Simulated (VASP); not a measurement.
```xyz
2
Lattice="2.8409 0.0000 0.0000 0.0000 2.8409 0.0000 0.0000 0.0000 2.8409" Properties=species:S:1:pos:R:3 pbc="T T T"
Al     1.4205     1.4205     1.4205
Fe     0.0000     0.0000     0.0000
```

Level of theory: LDA (Ceperley-Alder, Perdew-Zunger), VASP's LDA PAW potentials (set 64) (plane waves; VASP). Settings: 520 eV cut-off, 13×13×13 Γ-centred mesh, first-order Methfessel-Paxton smearing of 0.10 eV, potentials Al Fe.

Task: Predict the energy per atom (σ→0), pressure, band gap (on the k-mesh) with the smallest direct gap where there is one.

Result: 
```json
{
  "band gap (on the k-mesh)": "none (metal, semimetal or under 0.01 eV)",
  "energy per atom (σ→0)": "-7.147 eV/atom",
  "pressure": "-5.71 GPa"
}
```

The absolute energy has meaning only against runs of the same code, potentials and settings.

The compound is FeAl in the CsCl type structure. This cell is one point of a volume scan, at 1.03 of the reference volume. The run is not spin-polarised, so no magnetic state was tried. The electron count is odd and the run is not spin-polarised, which forces a metal.
